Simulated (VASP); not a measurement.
The input files of a VASP run:

**POSCAR**
```
BeS
1.0
  0.0000000000   2.4350000000   2.4350000000
  2.4350000000   0.0000000000   2.4350000000
  2.4350000000   2.4350000000   0.0000000000
Be S
1 1
Direct
  0.0000000000   0.0000000000   0.0000000000
  0.2500000000   0.2500000000   0.2500000000
```

### INCAR
```
SYSTEM = BeS
PREC = Accurate
ENCUT = 520
EDIFF = 1E-6
NELM = 100
ALGO = Normal
LREAL = .FALSE.
LASPH = .TRUE.
ISMEAR = 0
SIGMA = 0.05
GGA = 91
LWAVE = .FALSE.
LCHARG = .FALSE.
IBRION = 2
ISIF = 3
NSW = 60
EDIFFG = -0.01
```

File KPOINTS:
```
kpoints
0
Gamma
  8 8 8
0 0 0
```

POTCAR, in this order: Be S (PBE.64 set). Program: vasp_std.

Task: Write an equivalent input for Quantum ESPRESSO's pw.x.

Result: One equivalent input (not run):
```
&CONTROL
  calculation = 'vc-relax'
  pseudo_dir = './pseudo'
  outdir = './out'
  tprnfor = .true.
  tstress = .true.
  nstep = 60
  forc_conv_thr = 0.00039
/
&SYSTEM
  ibrav = 0
  nat = 2
  ntyp = 2
  ecutwfc = 88
  occupations = 'smearing'
  smearing = 'gaussian'
  degauss = 0.003675
  input_dft = 'pw91'
/
&ELECTRONS
  conv_thr = 7.3e-08
  electron_maxstep = 100
/
&IONS
/
&CELL
/
ATOMIC_SPECIES
  Be 9.012 Be.upf
  S 32.060 S.upf
CELL_PARAMETERS angstrom
     0.0000000    2.4350000    2.4350000
     2.4350000    0.0000000    2.4350000
     2.4350000    2.4350000    0.0000000
ATOMIC_POSITIONS crystal
  Be   0.0000000  0.0000000  0.0000000
  S    0.2500000  0.2500000  0.2500000
K_POINTS automatic
  8 8 8 0 0 0
```
Limits of the translation: the potentials are each code's own (VASP's PAW set, PseudoDojo norm-conserving files in pw.x), so ENCUT and ecutwfc are chosen apart and not converted; conv_thr bounds pw.x's estimated SCF error, while EDIFF bounds the energy change between steps; forc_conv_thr acts on force components and is met together with etot_conv_thr.

The compound is BeS in the zinc blende structure. This run relaxes it. Symmetry was kept, so distortions that lower it aren't found.
